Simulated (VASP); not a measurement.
# SiSnPN with PBEsol + D3(BJ): from relaxation to properties

Aim: relax SiSnPN, then compute properties on the relaxed cell. The steps: rough relaxation of the start cell, relaxing cell and atoms (PBEsol + D3(BJ)), density, ELF and potential (PBEsol + D3(BJ)), band structure (PBEsol + D3(BJ)), density of states (PBEsol + D3(BJ)), field gradients at the nuclei (PBEsol + D3(BJ)) and zone-centre phonons (PBEsol + D3(BJ)). The cell is invented: it takes the structure of a Materials Project entry for SnP (space group 107 there), with some of its atoms replaced by other elements, volume scaled by an estimate. It may not be a known or stable phase.

Calculated with VASP 6.6.1; PBEsol with D3(BJ); plane waves and PAW (Sn_d, P, Si, N); invented cell.

This is a report of a sequence of runs, with most program output left out.

**1. Starting point**

Before any relaxation, the start is as follows. It takes space group Amm2 (No. 38, orthorhombic). The conventional cell has a = 5.017 Å, b = 5.017 Å, c = 5.607 Å, α = 90.00°, β = 90.00°, γ = 90.00°. Nearest to Sn lie 3 N at 2.41 to 2.54 Å and 2 P at 2.54 Å. P has 3 Si at 2.41 to 2.54 Å and 2 Sn at 2.54 Å nearest. Nearest to Si lie 3 P at 2.41 to 2.54 Å and 2 N at 2.54 Å. Nearest to N lie 3 Sn at 2.41 to 2.54 Å and 2 Si at 2.54 Å. It derives from SnP. it takes the structure of a Materials Project entry for SnP (space group 107 there), with some of its atoms replaced by other elements, volume scaled by an estimate. Farther neighbours and most contacts between anions are not listed.

Coordinates:

```
Sn P Si N
1.0
     5.01733    0.00000    0.00000
     0.00000    2.50867    2.80358
     0.00000   -2.50867    2.80358
Sn P Si N
1 1 1 1
Cartesian
  2.5087 0.0000 2.8002
  0.0000 0.0000 2.4033
  0.0000 0.0000 5.6038
  2.5087 0.0000 5.2069
```

**2. Rough relaxation of the start cell**

The start is only an estimate, so a cheap relaxation brings it near a minimum before any careful run. PBEsol restores the gradient expansion of exchange and is tuned for the cells of solids. A dispersion term adds the long-range attraction that semilocal functionals lack. D3 with Becke-Johnson damping keeps a finite attraction at short range.

INCAR

```
SYSTEM = SiSnPN
PREC = Normal
ENCUT = 520
EDIFF = 1E-05
NELM = 60
ISMEAR = -1
SIGMA = 0.05
LREAL = .FALSE.
ALGO = Fast
GGA = PS
IVDW = 12
NBANDS = 20
LORBIT = 11
LWAVE = .FALSE.
LCHARG = .FALSE.
KPAR = 2
IBRION = 2
NSW = 40
ISIF = 3
EDIFFG = -0.04
```

POSCAR

```
SiSnPN
1.0
    5.0173310000      0.0000000000      0.0000000000
    0.0000000000      2.5086650000      2.8035850000
    0.0000000000     -2.5086650000      2.8035850000
Sn P Si N
1 1 1 1
Direct
    0.5000000000      0.4993911000      0.4993911000
    0.0000000000      0.4286079000      0.4286079000
    0.0000000000      0.9993911000      0.9993911000
    0.5000000000      0.9286079000      0.9286079000
```

KPOINTS

```
Automatic mesh
0
Gamma
3 5 5
0 0 0
```

Potentials, in the order of the species: Sn_d, P, Si and N (PBE family, release 64).

Launch:

```sh
mpirun -np 2 vasp_std
```

It took 2 min on 2 MPI ranks of AMD EPYC 7R43, shared host; peak memory 0.28 GiB.

The k-mesh is coarse for a metal. This relaxation is a rough one on cheap settings, only to bring the start near its minimum. The PAW data sets were made with PBE, which is usual practice but a small mismatch for other functionals. After so large a change of volume the plane waves of the start cell no longer fit, so the final stress carries a basis-set error. The run keeps the 4 symmetry operations of its start, so it cannot find a distortion of lower symmetry.

Relaxation path:

```tsv
step	energy less that of the first step (eV)	largest force (eV/Å)	pressure (GPa)	volume (Å³)
1	0.0000	1.4377	-14.45	70.58
2	-0.6466	1.4497	11.34	55.48
3	-0.7662	1.1632	1.17	59.00
4	-0.8489	0.5614	0.83	59.02
5	-0.8693	0.6353	0.78	59.03
6	-0.9302	0.6082	-1.55	59.70
7	-0.9407	0.6539	-2.70	60.06
8	-0.9830	0.4712	0.35	58.55
9	-0.9871	0.3800	1.87	57.91
10	-1.0091	0.1424	0.72	58.34
11	-1.0102	0.1803	0.53	58.45
12	-1.0146	0.1672	-0.43	58.88
13	-1.0149	0.1604	-0.72	59.01
14	-1.0174	0.0740	-0.06	58.84
15	-1.0174	0.0723	0.13	58.81
16	-1.0174	0.0771	0.08	58.82
17	-1.0177	0.0276	-0.05	58.86
```

```tsv
conventional cell, symmetrised	before	after	change
a (Å)	5.017	4.693	-6.5 %
b (Å)	5.017	4.687	-6.6 %
c (Å)	5.607	5.351	-4.6 %
volume (Å³/atom)	17.64	14.71	-16.6 %
```

The atoms that moved most (Å, as changes of fractional coordinates times the final cell):

```tsv
atom	dx	dy	dz	length
Sn1	0.000	0.000	0.295	0.295
Si3	0.000	0.000	-0.203	0.203
P2	0.000	0.000	-0.202	0.202
N4	0.000	0.000	0.110	0.110
```

The relaxed structure:

```
Sn P Si N
1.0
     4.69325    0.00000    0.00000
     0.00000    2.34350    2.67573
     0.00000   -2.34350    2.67573
Sn P Si N
1 1 1 1
Direct
  0.50000 0.55449 0.55449
  0.00000 0.39089 0.39089
  0.00000 0.96146 0.96146
  0.50000 0.94916 0.94916
```

Numbers from this step:

- electrons: 28
- bands: 20
- irreducible k-points: 18
- symmetry operations: 4
- free energy (TOTEN): -24.58 eV
- energy at zero smearing: -24.57 eV
- Fermi energy: 9.767 eV
- pressure: -0.05035 GPa
- metallic: yes
- SCF cycles over all ionic steps: 119

It ends with a largest force of 0.028 eV/Å and a pressure of -0.05 GPa.

**3. Relaxing cell and atoms (PBEsol + D3(BJ))**

Properties are meant for the cell that this level of theory prefers, so cell and atoms are relaxed first (ISIF = 3) until forces and stress are small; EDIFFG sets the threshold.

INCAR

```
SYSTEM = SiSnPN
PREC = Accurate
ENCUT = 520
EDIFF = 1E-06
NELM = 100
ISMEAR = -1
SIGMA = 0.05
LREAL = .FALSE.
ALGO = Normal
GGA = PS
IVDW = 12
NBANDS = 20
LORBIT = 11
LWAVE = .FALSE.
LCHARG = .FALSE.
KPAR = 2
IBRION = 2
NSW = 60
ISIF = 3
EDIFFG = -0.01
```

POSCAR

```
SiSnPN
1.0
    4.6932500322      0.0000000000      0.0000000000
    0.0000000000      2.3434978196      2.6757338234
    0.0000000000     -2.3434978196      2.6757338234
Sn P Si N
1 1 1 1
Direct
    0.5000000000      0.5544932357      0.5544932357
    0.0000000000      0.3908884843      0.3908884843
    0.0000000000      0.9614577399      0.9614577399
    0.5000000000      0.9491585400      0.9491585400
```

KPOINTS

```
Automatic mesh
0
Gamma
6 8 8
0 0 0
```

Launch:

```sh
mpirun -np 2 vasp_std
```

Wall time 7.5 min (2 MPI ranks); peak memory 0.46 GiB.

The steps of the relaxation:

```tsv
step	energy less that of the first step (eV)	largest force (eV/Å)	pressure (GPa)	volume (Å³)
1	0.0000	0.1359	0.29	58.86
2	-0.0044	0.0337	-0.17	59.08
3	-0.0045	0.0239	-0.27	59.13
4	-0.0046	0.0381	0.26	58.92
5	-0.0046	0.0238	0.02	59.01
6	-0.0047	0.0194	0.04	59.01
7	-0.0048	0.0149	0.06	58.99
8	-0.0049	0.0374	0.12	58.97
9	-0.0049	0.0262	0.08	58.98
10	-0.0049	0.0239	0.07	58.99
11	-0.0050	0.0166	0.05	59.00
12	-0.0050	0.0106	0.01	59.03
13	-0.0050	0.0090	0.02	59.03
```

```tsv
conventional cell, symmetrised	before	after	change
a (Å)	4.693	4.749	+1.2 %
b (Å)	4.687	4.659	-0.6 %
c (Å)	5.351	5.337	-0.3 %
volume (Å³/atom)	14.71	14.76	+0.3 %
```

The atoms that moved most (Å, as changes of fractional coordinates times the final cell):

```tsv
atom	dx	dy	dz	length
Sn1	0.000	0.000	-0.017	0.017
Si3	0.000	0.000	0.010	0.010
```

The relaxed structure:

```cif
data_structure
_symmetry_space_group_name_H-M 'P 1'
_symmetry_Int_Tables_number 1
_cell_length_a 4.7487
_cell_length_b 3.5420
_cell_length_c 3.5420
_cell_angle_alpha 82.241
_cell_angle_beta 90.000
_cell_angle_gamma 90.000
_cell_volume 59.03
loop_
_atom_site_label
_atom_site_type_symbol
_atom_site_fract_x
_atom_site_fract_y
_atom_site_fract_z
_atom_site_occupancy
Sn1 Sn 0.50000 0.55135 0.55135 1
P2 P 0.00000 0.39179 0.39179 1
Si3 Si 0.00000 0.96332 0.96332 1
N4 N 0.50000 0.94954 0.94954 1
```

This step gave:

| Item | Value |
| --- | --- |
| irreducible k-points | 84 |
| free energy (TOTEN) | -24.43 eV |
| energy at zero smearing | -24.43 eV |
| Fermi energy | 9.783 eV |
| pressure | 0.02101 GPa |
| SCF cycles over all ionic steps | 75 |

It ends with a largest force of 0.009 eV/Å and a pressure of 0.02 GPa.

**4. Density, ELF and potential (PBEsol + D3(BJ))**

The relaxed cell gets a fresh self-consistent run, on a basis set for its own volume, to fix the density and to check the remaining stress.

Edit INCAR of step 3 so:

```diff
@@ -14,7 +14,5 @@
 LWAVE = .FALSE.
-LCHARG = .FALSE.
-KPAR = 2
-IBRION = 2
-NSW = 60
-ISIF = 3
-EDIFFG = -0.01
+LCHARG = .TRUE.
+ISIF = 2
+LELF = .TRUE.
+LVHAR = .TRUE.
```

POSCAR

```
SiSnPN
1.0
    4.7487191751      0.0000000000      0.0000000000
    0.0000000000      2.3293760766      2.6682830814
    0.0000000000     -2.3293760766      2.6682830814
Sn P Si N
1 1 1 1
Direct
    0.5000000000      0.5513454820      0.5513454820
    0.0000000000      0.3917948967      0.3917948967
    0.0000000000      0.9633191844      0.9633191844
    0.5000000000      0.9495384368      0.9495384368
```

KPOINTS is that of step 3.

Launch:

```sh
mpirun -np 2 vasp_std
```

Wall time 85 s (2 MPI ranks); peak memory 0.35 GiB; 2.8 min of CPU time.

Numbers from this step:

| Property | Result |
| --- | --- |
| SCF cycles | 13 |
| pressure | 0.004918 GPa |

Valence electrons inside each PAW sphere by angular momentum. Sphere charges, by row:

```tsv
atom	s (e)	p (e)	d (e)	tot (e)
Sn1	1.152	1.08	10.13	12.36
P2	1.034	1.483	0	2.517
Si3	0.836	0.731	0	1.567
N4	1.286	2.268	0	3.554
```

Valence density in the ac plane of the conventional cell at fractional y = 0.000, with atoms of Sn and P and Si and N within 0.2 Å of it. It is the smooth field of the valence electrons, not physical close to the nuclei.

Values in e/Å³, 15 rows by 14 columns, each cell a mean:
```
 0  0  0  0  1  2  3  4  3  1  0  0  0  0
 0  0  0  0  0  1  2  3  2  1  0  0  0  0
 0  0  0  0  0  1  1  1  1  0  0  0  0  0
 0  0  0  0  0  0  1  1  1  0  0  0  0  0
 0  0  0  0  0  1  2  2  1  0  0  0  0  0
 0  0  0  0  1  2  6  8  4  1  0  0  0  0
 1  0  0  0  1  4  9 11  7  2  0  0  0  1
 1  1  1  0  1  2  6  8  4  1  1  1  1  1
 0  1  1  0  0  1  2  2  1  1  0  1  1  0
 0  1  1  0  0  0  0  0  0  0  0  1  1  0
 1  1  0  0  0  0  0  0  0  0  0  0  1  1
 1  1  0  0  0  0  0  0  0  0  0  0  0  1
 1  0  0  0  0  0  0  0  0  0  0  0  0  1
 0  0  0  0  0  0  1  1  1  0  0  0  0  0
 0  0  0  0  0  1  2  3  2  1  0  0  0  0
```
Columns run along a (4.7 Å), rows up along c (5.3 Å), edges of the conventional cell, whose origin can differ from the input's. Atoms in or near the plane, at fractional coordinates: Sn at (0.50, 0.55), P at (0.00, 0.39), Si at (0.00, 0.96), N at (0.50, 0.95).

Electrostatic potential energy in the ac plane of the conventional cell at fractional y = 0.000, with atoms of Sn and P and Si and N within 0.2 Å of it. With pseudopotentials it is smooth inside the atoms' cores, unlike the true potential.

Ten even steps from '_' (-97 eV) to '@' (2 eV), each cell a mean:
```
__::##@@@@##==++++@@@@%%==__
::==%%@@@@%%++==**@@@@@@**--
##%%@@@@@@@@%%%%@@@@@@@@%%##
@@@@@@@@@@@@%%%%%%@@@@@@@@@@
@@@@@@@@@@##====++%%@@@@@@@@
@@@@@@@@##--____::**@@@@@@@@
%%%%@@@@##::______==%%@@@@%%
--++%%@@##--____::**@@@@##--
__::##@@@@##====++%%@@%%==__
__::##@@@@@@%%%%@@@@@@%%++..
==**%%@@@@@@@@@@@@@@@@@@##==
%%%%@@@@@@@@@@@@@@@@@@@@@@%%
%%@@@@@@@@@@@@@@@@@@@@@@@@%%
++##%%@@@@@@@@%%@@@@@@@@%%**
__--##@@@@%%++++##@@@@%%++..
```
Columns run along a (4.7 Å; values clipped at the 3rd and 97th percentile), rows up along c (5.3 Å), edges of the conventional cell, whose origin can differ from the input's. Atoms in or near the plane, at fractional coordinates: Sn at (0.50, 0.55), P at (0.00, 0.39), Si at (0.00, 0.96), N at (0.50, 0.95).

ELF in the ac plane of the conventional cell at fractional y = 0.000, with atoms of Sn and P and Si and N within 0.2 Å of it. It is the smooth field of the valence electrons, not physical close to the nuclei.

Values, 15 rows by 14 columns, each cell a mean:
```
0.20 0.39 0.60 0.54 0.66 0.79 0.52 0.31 0.71 0.77 0.55 0.59 0.52 0.27
0.53 0.61 0.62 0.45 0.56 0.76 0.69 0.61 0.76 0.68 0.45 0.55 0.64 0.56
0.76 0.71 0.53 0.31 0.38 0.61 0.73 0.75 0.69 0.50 0.30 0.41 0.64 0.75
0.62 0.52 0.33 0.20 0.25 0.37 0.48 0.50 0.43 0.31 0.20 0.24 0.43 0.59
0.37 0.31 0.23 0.20 0.26 0.34 0.33 0.32 0.34 0.31 0.22 0.21 0.27 0.35
0.52 0.48 0.41 0.33 0.36 0.29 0.13 0.11 0.19 0.36 0.32 0.37 0.45 0.51
0.72 0.74 0.69 0.50 0.44 0.25 0.11 0.20 0.14 0.38 0.44 0.61 0.73 0.73
0.60 0.76 0.83 0.67 0.49 0.34 0.14 0.12 0.23 0.44 0.54 0.79 0.82 0.67
0.28 0.61 0.83 0.76 0.50 0.44 0.37 0.34 0.41 0.46 0.62 0.83 0.76 0.42
0.36 0.59 0.76 0.70 0.48 0.37 0.39 0.39 0.37 0.40 0.60 0.76 0.70 0.45
0.77 0.77 0.72 0.53 0.30 0.22 0.21 0.21 0.21 0.25 0.40 0.64 0.76 0.78
0.91 0.85 0.65 0.33 0.13 0.10 0.12 0.13 0.11 0.10 0.20 0.49 0.77 0.89
0.90 0.81 0.55 0.23 0.15 0.27 0.40 0.44 0.34 0.20 0.15 0.38 0.71 0.87
0.75 0.66 0.49 0.30 0.38 0.63 0.76 0.78 0.72 0.51 0.29 0.39 0.59 0.72
0.28 0.37 0.51 0.46 0.61 0.80 0.74 0.67 0.80 0.73 0.49 0.50 0.46 0.31
```
Columns run along a (4.7 Å), rows up along c (5.3 Å), edges of the conventional cell, whose origin can differ from the input's. Atoms in or near the plane, at fractional coordinates: Sn at (0.50, 0.55), P at (0.00, 0.39), Si at (0.00, 0.96), N at (0.50, 0.95).

In this run the pressure is 0.00 GPa, small enough to go on.

**5. Band structure (PBEsol + D3(BJ))**

Levels along the symmetry lines show where the bands peak and cross; KPOINTS_OPT computes them in the converged potential.

INCAR

```
SYSTEM = SiSnPN
PREC = Accurate
ENCUT = 520
EDIFF = 1E-06
NELM = 100
ISMEAR = -1
SIGMA = 0.05
LREAL = .FALSE.
ALGO = Normal
GGA = PS
IVDW = 12
NBANDS = 28
LORBIT = 11
LWAVE = .FALSE.
LCHARG = .FALSE.
KPAR = 2
```

POSCAR is that of step 4.

KPOINTS is that of step 4.

KPOINTS_OPT

```
Line mode
16
Line-mode
Reciprocal
  0.00000000   0.00000000   0.00000000 GAMMA
  0.00000000   0.44052652  -0.44052652 X

  0.00000000   0.44052652  -0.44052652 X
  0.00000000   0.00000000  -0.50000000 S

  0.00000000   0.00000000  -0.50000000 S
 -0.50000000   0.00000000  -0.50000000 R

 -0.50000000   0.00000000  -0.50000000 R
 -0.50000000   0.44052652  -0.44052652 A

 -0.50000000   0.44052652  -0.44052652 A
 -0.50000000   0.00000000   0.00000000 Z

 -0.50000000   0.00000000   0.00000000 Z
  0.00000000   0.00000000   0.00000000 GAMMA

  0.00000000   0.00000000   0.00000000 GAMMA
  0.00000000  -0.50000000  -0.50000000 Y

  0.00000000  -0.50000000  -0.50000000 Y
  0.00000000  -0.44052652  -0.55947348 X1

  0.00000000  -0.44052652  -0.55947348 X1
 -0.50000000  -0.44052652  -0.55947348 A1

 -0.50000000  -0.44052652  -0.55947348 A1
 -0.50000000  -0.50000000  -0.50000000 T

 -0.50000000  -0.50000000  -0.50000000 T
  0.00000000  -0.50000000  -0.50000000 Y

 -0.50000000   0.00000000   0.00000000 Z
 -0.50000000  -0.50000000  -0.50000000 T
```

Launch:

```sh
mpirun -np 2 vasp_std
```

Run time: 4.1 min. Hardware: 2 MPI ranks; peak memory 0.63 GiB.

Spin-orbit coupling is off here; with elements this heavy it splits and shifts levels by tenths of an eV or more.

Numbers from this step:

```yaml
bands: 28
pressure: 0.004325 GPa
```

Electronic bands along the path, in eV, zero at the Fermi level; # counts the bands kept:

```tsv
point	#4	#5	#6	#7	#8	#9	#10	#11
Γ	-3.86	-2.51	-1.89	-1.82	-1.32	0.72	4.83	5.18
0.47 of the way	-4.81	-3.25	-3.25	-0.27	1.62	2.81	3.42	4.11
X	-4.91	-4.58	-4.01	-3.82	-1.53	0.80	2.90	5.78
0.53 of the way	-5.17	-4.83	-3.97	-1.63	0.75	2.36	3.01	4.50
S	-5.13	-3.65	-2.52	0.07	0.58	1.44	3.40	3.41
0.47 of the way	-3.66	-3.32	-2.34	0.42	0.55	1.20	1.80	3.25
R	-3.14	-2.28	-1.64	-0.85	0.34	1.69	2.91	3.30
0.47 of the way	-4.97	-3.10	-2.60	-0.42	0.33	2.72	3.73	3.94
A	-6.39	-5.56	-4.94	-0.80	1.80	2.33	3.95	5.02
0.53 of the way	-5.00	-2.38	-1.83	1.08	2.00	2.36	2.60	3.80
Z	-3.77	-3.55	-3.49	-0.87	0.45	1.21	3.78	3.99
0.47 of the way	-3.89	-3.17	-3.05	-2.20	0.95	1.03	3.92	4.68
Γ	-3.86	-2.51	-1.89	-1.82	-1.32	0.72	4.83	5.18
0.47 of the way	-5.23	-3.35	-2.92	-1.81	-0.44	2.76	3.79	4.03
Y	-4.97	-4.22	-4.02	-3.77	-2.13	0.71	2.57	5.88
0.47 of the way	-4.95	-4.33	-3.97	-3.83	-1.98	0.73	2.65	5.86
X1	-4.91	-4.58	-4.01	-3.82	-1.53	0.80	2.90	5.78
0.53 of the way	-6.32	-5.00	-4.19	-2.63	0.58	2.16	3.30	4.57
A1	-6.39	-5.56	-4.94	-0.80	1.80	2.33	3.95	5.02
0.47 of the way	-6.26	-6.11	-5.45	-0.82	1.86	2.43	4.00	5.15
T	-6.50	-6.02	-5.85	-0.83	1.87	2.49	4.05	5.04
0.47 of the way	-5.72	-5.11	-5.08	-2.68	0.68	2.14	3.45	4.06
Y	-4.97	-4.22	-4.02	-3.77	-2.13	0.71	2.57	5.88
jump to Z	-3.77	-3.55	-3.49	-0.87	0.45	1.21	3.78	3.99
0.53 of the way	-5.15	-3.49	-3.23	-1.02	0.22	3.33	3.37	4.15
T	-6.50	-6.02	-5.85	-0.83	1.87	2.49	4.05	5.04
```

Of the projections kept (Sn, P, Si, N), the largest for each band there; the rest of the weight can lie on other orbitals:

```tsv
point	#4	#5	#6	#7	#8	#9	#10	#11
Γ	N 0.43	N 0.54	N 0.52	N 0.39	P 0.39	Sn 0.46	Si 0.54	Sn 0.63
X	N 0.56	N 0.35	P 0.45	N 0.37	Sn 0.61	Sn 0.79	Sn 0.70	N 0.54
S	P 0.46	N 0.53	P 0.49	Sn 0.39	Sn 0.39	Si 0.48	N 0.67	N 0.35
R	P 0.59	N 0.63	N 0.52	N 0.44	Si 0.55	Si 0.64	Sn 0.45	Si 0.45
A	N 0.48	Si 0.40	Sn 0.45	N 0.75	Si 0.71	N 0.41	N 0.61	Sn 0.82
Z	N 0.72	P 0.54	N 0.69	Si 0.44	Sn 0.45	Si 0.53	P 0.34	Sn 0.87
```

There is no gap at this level.

**6. Density of states (PBEsol + D3(BJ))**

A density of states needs more k-points than a total energy; ISMEAR = -5 takes tetrahedra, and LORBIT projects the states on the PAW spheres. The mesh is finer than in the run before.

Edit INCAR of step 5 so:

```diff
@@ -5,3 +5,3 @@
 NELM = 100
-ISMEAR = -1
+ISMEAR = -5
 SIGMA = 0.05
@@ -16 +16,2 @@
 KPAR = 2
+NEDOS = 2001
```

POSCAR is that of step 5.

KPOINTS

```
Automatic mesh
0
Gamma
8 11 11
0 0 0
```

Launch:

```sh
mpirun -np 2 vasp_std
```

Wall time 3.8 min (2 MPI ranks); peak memory 0.74 GiB; 7.5 min of CPU time.

With tetrahedra the forces and stress of a metal are not exact derivatives of the energy.

This step gave:

```
SCF cycles             : 14
irreducible k-points   : 180
free energy (TOTEN)    : -24.44 eV
Fermi energy           : 9.762 eV
pressure               : -0.1366 GPa
DOS at the Fermi level : 1.084 states/eV/cell
```

(Continued in part 2 of 2.)

[Lines on the potential files, build, host, timing and source positions are cut from VASP's logs without a mark.]

[Logs are printed without paths, hosts, clocks, repeated set-up lines and the standing remarks that a program may print on its own settings, such as how far it seeks lower states.]

[Hosts, paths, dates, database ids (printed as entryN), source tags and the programs' standing remarks are cut or masked in the printed files.]

[A measured line is paired with the nearest computed mode of its activity, which favours agreement.]
